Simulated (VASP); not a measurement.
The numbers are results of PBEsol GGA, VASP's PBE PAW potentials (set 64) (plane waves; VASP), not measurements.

Input for VASP

File KPOINTS:
```
Regular mesh
0
Gamma
 10 7 1
0 0 0
```

**INCAR**
```
ALGO  =  Normal
DIPOL  =  0.5 0.5 0.5
EDIFF  =  1E-6
ENCUT  =  400
GGA  =  PS
IDIPOL  =  3
ISMEAR  =  1
LASPH  =  .True.
LCHARG  =  .False.
LDIPOL  =  .True.
LMAXMIX  =  4
LORBIT  =  11
LREAL  =  .False.
LVHAR  =  .True.
LWAVE  =  .False.
NELM  =  100
NELMIN  =  4
PREC  =  Normal
SIGMA  =  0.1
SYSTEM  =  CoAl(110) slab
```

**POSCAR**
```
CoAl(110) slab
1
    2.8230757235     0.0000000000     0.0000000000
    0.0000000000     3.9924321847     0.0000000000
    0.0000000000     0.0000000000    24.7874211753
Al Co
5 5
Direct
  0.5000000000   0.0000000000   0.3346233722
  0.5000000000   0.5000000000   0.4195991162
  0.5000000000   0.0000000000   0.5000000000
  0.5000000000   0.5000000000   0.5804008838
  0.5000000000   0.0000000000   0.6653766278
  0.0000000000   0.5000000000   0.3427848873
  1.0000000000   0.0000000000   0.4200224202
  1.0000000000   0.5000000000   0.5000000000
  0.0000000000   1.0000000000   0.5799775798
  1.0000000000   0.5000000000   0.6572151127
```

POTCAR, in this order: Al Co (PBE.64 set). Program: vasp_std. Read from the step before: WAVECAR.

Output of the run:

OUTCAR:
```
 ion  position               nearest neighbor table
   1  0.500  0.000  0.335-   6 2.45   6 2.45   6 2.45   6 2.45   7 2.54   7 2.54   2 2.90   2 2.90
  LATTYP: Found a simple orthorhombic cell.
 ALAT       =     2.8230757235
 B/A-ratio  =     1.4142136364
 C/A-ratio  =     8.7802891608
 Subroutine PRICEL returns:
 Original cell was already a primitive cell.
 Subroutine GETGRP returns: Found  8 space group operations
The static configuration has the point symmetry D_2h.
The dynamic configuration has the point symmetry D_2h.
 Subroutine INISYM returns: Found  8 space group operations
 Subroutine IBZKPT returns following result:
 Found     24 irreducible k-points:

 Following reciprocal coordinates:
            Coordinates               Weight
  0.000000  0.000000  0.000000      1.000000
  0.100000  0.000000  0.000000      2.000000
  0.200000  0.000000  0.000000      2.000000
  0.300000  0.000000  0.000000      2.000000
  0.400000  0.000000  0.000000      2.000000
  0.500000  0.000000  0.000000      1.000000
  0.000000  0.142857  0.000000      2.000000
  0.100000  0.142857  0.000000      4.000000
...
```

OSZICAR:
```
       N       E                     dE             d eps       ncg     rms          rms(c)
DAV:   1    -0.619946624180E+02   -0.61995E+02   -0.57432E-04  3248   0.409E-01    0.142E-01
DAV:   2    -0.620027713028E+02   -0.81089E-02   -0.34649E-02  2952   0.326E+00    0.106E+00
DAV:   3    -0.619943691444E+02    0.84022E-02   -0.26651E-02  2968   0.284E+00    0.392E-02
DAV:   4    -0.619944774778E+02   -0.10833E-03   -0.64805E-04  2552   0.230E-01    0.429E-02
DAV:   5    -0.619944741038E+02    0.33740E-05   -0.10628E-04  2420   0.179E-01    0.181E-02
DAV:   6    -0.619944719543E+02    0.21495E-05   -0.13550E-05  2428   0.501E-02    0.873E-03
DAV:   7    -0.619944716505E+02    0.30386E-06   -0.17048E-06   964   0.178E-02
   1 F= -.61994472E+02 E0= -.61991977E+02  d E =-.748279E-02
```

File OUTCAR:
```
------------------------ aborting loop because EDIFF is reached ----------------------------------------
  FORCE on cell =-STRESS in cart. coord.  units (eV):
  Direction    XX          YY          ZZ          XY          YZ          ZX
  --------------------------------------------------------------------------------------
  Total       -5.9440454     -3.6426474      0.0234043      0.0000000      0.0000000      0.0000000
  in kB      -34.0879809    -20.8898968      0.1342191      0.0000000      0.0000000      0.0000000
  external PRESSURE =     -18.2812195 kB  Pullay stress =       0.0000000 kB
  volume of cell :      279.38
      direct lattice vectors                 reciprocal lattice vectors
     2.823075724  0.000000000  0.000000000     0.354223584  0.000000000  0.000000000
     0.000000000  3.992432185  0.000000000     0.000000000  0.250473885  0.000000000
     0.000000000  0.000000000 24.787421175     0.000000000  0.000000000  0.040343043
 POSITION                                       TOTAL-FORCE (eV/Angst)
 -----------------------------------------------------------------------------------
      1.41154      0.00000      8.29445        -0.000000     -0.000000     -0.000235
      1.41154      1.99622     10.40078        -0.000000     -0.000000     -0.014182
      1.41154      0.00000     12.39371        -0.000000     -0.000000     -0.000000
      1.41154      1.99622     14.38664        -0.000000      0.000000      0.014182
      1.41154      0.00000     16.49297        -0.000000     -0.000000      0.000235
      0.00000      1.99622      8.49675         0.000000     -0.000000     -0.013127
      0.00000      0.00000     10.41127         0.000000     -0.000000     -0.022369
      0.00000      1.99622     12.39371        -0.000000     -0.000000     -0.000000
      0.00000      0.00000     14.37615        -0.000000     -0.000000      0.022369
      0.00000      1.99622     16.29067        -0.000000     -0.000000      0.013127
 -----------------------------------------------------------------------------------
    total drift:                               -0.000000     -0.000000      0.000000
  FREE ENERGIE OF THE ION-ELECTRON SYSTEM (eV)
  ---------------------------------------------------
  free  energy   TOTEN  =       -61.9944716505 eV

  energy  without entropy=      -61.9869888576  energy(sigma->0) =      -61.99197739

 total charge

# of ion       s       p       d       tot
------------------------------------------
    1        0.422   0.378   0.000   0.801
    2        0.405   0.446   0.000   0.851
    3        0.400   0.443   0.000   0.843
    4        0.405   0.446   0.000   0.851
    5        0.422   0.378   0.000   0.801
    6        0.439   0.430   7.479   8.348
    7        0.446   0.505   7.519   8.470
    8        0.449   0.531   7.527   8.507
    9        0.446   0.505   7.519   8.470
   10        0.439   0.430   7.479   8.348
--------------------------------------------------
tot          4.273   4.495  37.521  46.289
```
(Selected blocks of OUTCAR.)

**OUTCAR**
```
 val. band max:        1.3400718281   @ k =   0.5000   0.0000   0.0000

 cond. band min:       1.3486050850   @ k =   0.5000   0.0000   0.0000


 Fermi energy:         1.3440161422

 k-point     1 :       0.0000    0.0000    0.0000
  band No.  band energies     occupation
      1      -9.2737      2.00000
      2      -8.2005      2.00000
      3      -6.7819      2.00000
      4      -5.1139      2.00000
      5      -3.8878      2.00000
      6      -1.9037      2.00000
      7      -1.8042      2.00000
      8      -1.4863      2.00000
      9      -1.4494      2.00000
     10      -1.3260      2.00000
     11      -1.0954      2.00000
     12      -1.0648      2.00000
     13      -1.0167      2.00000
     14      -1.0088      2.00000
     15      -0.3000      2.00000
     16      -0.1652      2.00000
     17      -0.0542      2.00000
     18       0.1080      2.00000
     19       0.1176      2.00000
     20       0.1452      2.00000
     21       0.3727      2.00000
     22       0.3799      2.00000
     23       0.5573      2.00000
     24       0.5579      2.00000
     25       0.6828      2.00000
     26       0.8469      2.00000
     27       0.8744      2.00000
     28       0.8795      2.00000
     29       0.8992      2.00000
     30       0.9186      2.00000
     31       0.9562      2.00000
     32       0.9690      2.00000
     33       2.0386     -0.00000
     34       3.3333     -0.00000
     35       4.5730      0.00000
     36       4.9723      0.00000

 k-point     2 :       0.1000    0.0000    0.0000
  band No.  band energies     occupation
      1      -9.0825      2.00000
      2      -8.0149      2.00000
      3      -6.6060      2.00000
      4      -4.9594      2.00000
      5      -3.7684      2.00000
      6      -1.7506      2.00000
      7      -1.7174      2.00000
      8      -1.4435      2.00000
      9      -1.4391      2.00000
     10      -1.3927      2.00000
     11      -1.1220      2.00000
     12      -1.1063      2.00000
...
```

The cell is a thin slab with vacuum, built from CoAl (CsCl type): (110) face. The run is not spin-polarised, so no magnetic state was tried.
